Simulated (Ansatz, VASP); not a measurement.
# Ca4Al6Si17O47: VASP beside Ansatz, part 2 of 2

Wanted: the spread between two codes on one cell, functional and k mesh. The structure shown is frame 67 of Ansatz's trajectory.

VASP 6.6.1 and Ansatz 0.2.0.

So far: Set-up; Ansatz: dynamics, PBE.

## Step 3: VASP: single point, PBE

Level of this step: PBE; plane waves and PAW (Si, Al, Ca_sv, O) (VASP).

The same cell, functional, mesh and smearing now go to VASP, with its own data sets.

Lines of VASP's logs that name or quote its potential files are left out, and so is its time.

File INCAR:

```
SYSTEM = Ca4Al6Si17O47
PREC = Accurate
ENCUT = 520
EDIFF = 1E-06
NELM = 120
ISMEAR = -1
SIGMA = 0.025
LREAL = Auto
ALGO = Normal
GGA = PE
NBANDS = 256
LORBIT = 11
LWAVE = .FALSE.
LCHARG = .FALSE.
ISIF = 2
LASPH = .TRUE.
GGA_COMPAT = .FALSE.
EFERMI = MIDGAP
NCORE = 2
```

File POSCAR:

```
Ca4Al6Si17O47
1.0
    9.8169700000      0.0000000000      0.0000000000
    0.0000000000      9.8169700000      0.0000000000
    0.0000000000      0.0000000000      9.8169700000
Si Al Ca O
17 6 4 47
Direct
    0.8411149265      0.2974135604      0.6376509249
    0.8452404357      0.5063578681      0.2571567398
    0.7793443394      0.5731299984      0.5520338760
    0.7139881246      0.7938600199      0.9183485332
    0.9605407779      0.1730778438      0.9151194309
    0.8126336334      0.1966696445      0.2068866463
    0.8757590173      0.9550400989      0.4246116673
    0.3597953340      0.8623842183      0.7370909761
    0.3280136335      0.6874728149      0.3923206448
    0.6516369104      0.8407176552      0.6208636677
    0.0394724645      0.7536541316      0.2686877927
    0.0132831210      0.8621397437      0.9808219848
    0.3903241020      0.9906620882      0.3581247574
    0.2121734099      0.3800357952      0.8726215930
    0.1586640277      0.0214628343      0.5465535700
    0.7438344010      0.4895706109      0.9637189479
    0.5198243450      0.2607321811      0.8825330015
    0.4423157043      0.9405957235      0.0214424614
    0.1392181090      0.3335856176      0.5646141325
    0.4911495095      0.1979531363      0.1688912159
    0.3681584033      0.3955701199      0.3724876413
    0.2499854843      0.6821656784      0.9494783013
    0.5667125396      0.2095351213      0.5420919082
    0.1206685973      0.3971388320      0.1816242690
    0.4745761676      0.5230636337      0.6840501703
    0.5499354689      0.6935846804      0.1691356905
    0.1132121215      0.6675786928      0.6627401326
    0.6479086724      0.6751879653      0.5903043403
    0.6683732353      0.6306935847      0.9142841427
    0.8920675117      0.3494968407      0.2532044001
    0.9147934648      0.8272613648      0.3413273138
    0.4994820194      0.8882374093      0.6460445535
    0.7280759746      0.8504253349      0.7669983712
    0.1702358263      0.7305309072      0.3498024339
    0.5559454699      0.2161664954      0.7293900256
    0.1993384924      0.4079059017      0.4067242744
    0.9659905246      0.3518499089      0.5545193680
    0.4647666235      0.0941634741      0.4546616726
    0.0250993942      0.0181624269      0.9141211596
    0.9893989693      0.0015788986      0.5281262956
    0.9710430000      0.6079370722      0.2260473445
    0.9131025153      0.6671916080      0.5754932530
    0.4343295335      0.8288097040      0.3696456239
    0.6489069438      0.2314970913      0.2278605313
    0.6295323302      0.3714893699      0.9391492487
    0.7478580458      0.5450663494      0.3853429317
    0.1026182213      0.7630052857      0.8924240372
    0.7412979769      0.4412053821      0.6564550977
    0.3623317582      0.3090261048      0.2126216134
    0.1887547787      0.1719573351      0.5937677308
    0.3717949632      0.3371814317      0.8771647464
    0.2121224777      0.5097906992      0.9825333071
    0.1691458770      0.4290122105      0.7161578369
    0.4875231360      0.3497616882      0.4966400020
    0.1055009845      0.2678117586      0.9256012802
    0.4032201382      0.5774999822      0.2969246112
    0.8793650179      0.2159423936      0.7830725774
    0.0834677095      0.8441708592      0.1346443964
    0.8890625111      0.4710007263      0.9039143442
    0.7205074478      0.9249086021      0.4969557817
    0.8654095918      0.1725074030      0.0545687722
    0.3557920621      0.7006336986      0.7995134955
    0.5075904276      0.1443622625      0.9942884617
    0.4128972585      0.0172965793      0.1929617794
    0.2215347505      0.8905802911      0.6382417385
    0.3623623175      0.9567717941      0.8660004054
    0.8791103569      0.0777938610      0.3008362051
    0.2240711747      0.0016430732      0.3992881714
    0.7366020269      0.5229312099      0.1301318024
    0.3751666757      0.7637998283      0.0559031962
    0.3232361920      0.6413893493      0.5487640280
    0.8672125921      0.7973947155      0.9899286643
    0.6128061917      0.8690359653      0.0184374608
    0.7436204858      0.2031787812      0.5411853148
```

File KPOINTS:

```
Automatic mesh
0
Gamma
1 1 1
0 0 0
```

Potentials, in the order of the species: Si, Al, Ca_sv and O (PBE family, release 64).

Command:

```
$ mpirun -np 8 vasp_gam
```

Numbers of over 12 decimals in the logs are rounded to 6 here.

The program printed:

```text
[banner, memory and clock lines left out]
running    8 mpi-ranks, on    1 nodes
[...]
LDA part: xc-table for (Slater+PW92), standard interpolation
 POSCAR, INCAR and KPOINTS ok, starting setup
[...]
entering main loop
       N       E                     dE             d eps       ncg     rms          rms(c)
DAV:   1     0.421398214185E+04    0.42140E+04   -0.24155E+05   512   0.159E+03
DAV:   2    -0.231244973868E+03   -0.44452E+04   -0.42916E+04   632   0.410E+02
DAV:   3    -0.627199236343E+03   -0.39595E+03   -0.39336E+03   616   0.133E+02
DAV:   4    -0.638338974955E+03   -0.11140E+02   -0.11092E+02   648   0.226E+01
[...]
DAV:  16    -0.559189601189E+03    0.13636E-04   -0.92156E-05   656   0.399E-02    0.102E-02
DAV:  17    -0.559189605765E+03   -0.45751E-05   -0.59827E-05   624   0.193E-02    0.109E-02
DAV:  18    -0.559189606026E+03   -0.26160E-06   -0.54057E-06   592   0.514E-03
   1 F= -.55918961E+03 E0= -.55918961E+03  d E =0.000000E+00
```

From OUTCAR (step 3):

```text
  Total       15.0127601     15.7670990     19.0181998    -11.1386299     12.7529308     -1.1900580
  in kB       25.4236989     26.7011512     32.2068016    -18.8629653     21.5967396     -2.0153307
  external PRESSURE =      28.1105506 kB  Pullay stress =       0.0000000 kB

 POSITION                                       TOTAL-FORCE (eV/Angst)
 -----------------------------------------------------------------------------------
      8.25720      2.91970      6.25980        -2.681486     -0.581183      0.646902
      8.29770      4.97090      2.52450        -3.091583      0.310113     -0.458477
      7.65080      5.62640      5.41930         0.796087      0.892525      0.797870
      7.00920      7.79330      9.01540         1.684109     -1.422601      0.081965
      9.42960      1.69910      8.98370         1.196657      0.199426      0.731698
      7.97760      1.93070      2.03100        -0.972788      1.184359      1.824595
      8.59730      9.37560      4.16840        -2.862766      3.340898      0.274120
      3.53210      8.46600      7.23600         0.471142     -1.113203     -0.654981
      3.22010      6.74890      3.85140         0.772550      1.597595      0.946249
      6.39710      8.25330      6.09500         0.789528     -0.869671     -0.177398
      0.38750      7.39860      2.63770        -1.718579      1.365546     -2.597973
      0.13040      8.46360      9.62870         0.871543      1.925052      0.712491
      3.83180      9.72530      3.51570        -1.666870     -1.091759      0.135951
      2.08290      3.73080      8.56650        -0.253837      1.252862     -0.902834
[...]
-----------------------------------------------------------------------------------
    total drift:                                0.004128      0.020969      0.020763

  FREE ENERGIE OF THE ION-ELECTRON SYSTEM (eV)
  ---------------------------------------------------
  free  energy   TOTEN  =      -559.1896060261 eV

  energy  without entropy=     -559.1896060261  energy(sigma->0) =     -559.18960603

[... 3 further parts left out ...]
[key lines of the parts left out:]
E-fermi :   4.7959
```

The run ends at a pressure of 2.81 GPa, with forces up to 4.4 eV/Å.

## Step 4: Comparison

Known differences besides the potentials themselves: the cutoff is 420 eV in Ansatz and 520 eV in VASP (PREC = Accurate, projectors in real space). Total energies have different zeros and are not compared.

Forces on 10 of the 74 atoms, those with the largest forces and the largest differences (eV/Å; atoms numbered as in POSCAR):

```tsv
atom	Ansatz x, y, z	VASP x, y, z
Si1	-2.668, -0.555, 0.573	-2.681, -0.581, 0.647
Si2	-3.094, 0.296, -0.451	-3.092, 0.310, -0.458
Si7	-2.789, 3.311, 0.284	-2.863, 3.341, 0.274
Si9	0.819, 1.527, 0.975	0.773, 1.598, 0.946
Si11	-1.711, 1.377, -2.604	-1.719, 1.366, -2.598
Si16	1.054, -0.079, -0.632	0.927, -0.090, -0.591
Al23	1.137, -1.554, 2.365	1.141, -1.615, 2.387
O34	2.795, -0.992, 1.818	2.846, -1.006, 1.829
O54	-2.063, 3.776, -0.877	-2.090, 3.810, -0.901
O59	0.680, -0.375, 0.629	0.820, -0.398, 0.576
```

The forces differ by 31 meV/Å r.m.s., which is 2.8 % of the r.m.s. force of 1.092 eV/Å (both taken over all components).

## Step 5: Results

```
r.m.s. force difference (single point, PBE) : 2.8 % of the r.m.s. force
```

In words: The r.m.s. force difference is 2.8 % of the r.m.s. force (single point, PBE), within the 3 % picked in this series as the mark of a large difference. 2 further runs of this series are not shown here. Such differences can come from data sets, numerical settings and the points named under the comparisons, not from the functional's error against experiment.

[Lines on the potential files, build, host, timing and source positions are cut from VASP's logs without a mark.]

[Logs are printed without paths, hosts, clocks, repeated set-up lines and the standing remarks that a program may print on its own settings, such as how far it seeks lower states.]

[Hosts, paths, dates, database ids (printed as entryN), source tags and the programs' standing remarks are cut or masked in the printed files.]
